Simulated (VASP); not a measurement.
Given:

```yaml
crystal:
  lattice:
    - [0.00000, 2.72576, 2.72576]
    - [2.72576, 0.00000, 2.72576]
    - [2.72576, 2.72576, 0.00000]
  atoms:
    - { symbol: Si, position: [0.00000, 0.00000, 0.00000] }
    - { symbol: Si, position: [0.25000, 0.25000, 0.25000] }
```

Level of theory: TPSS meta-GGA, VASP's PBE PAW potentials (set 64) (plane waves; VASP). Run with 520 eV cut-off, 8×8×8 Γ-centred mesh, Gaussian smearing of 0.050 eV, potentials Si.

**Question.** Give the energy at these volumes per atom, relative to the lowest: 19.03, 19.64, 20.25, 20.86, 21.46 Å³.

**Answer.** 23.5, 5.6, 0.0, 4.9, 18.9 meV/atom. A third-order Birch-Murnaghan fit gives B0 = 92.3 GPa and B0′ = 4.3.

Measured: bulk modulus 101 GPa at 0 K (computed value off by -8.4 %), as given by Jianwei Sun et al., Physical Review B (2011), doi:10.1103/physrevb.84.035117 [0 K value with zero-point phonon effects removed]; a 5.421 Å at 0 K (computed value off by +0.6 %), as given by Daniel Mejia-Rodriguez et al., Physical Review B (2018), arXiv:1807.09216 [static lattice: zero-point anharmonic expansion removed].

The compound is Si in the diamond structure. It was relaxed first.
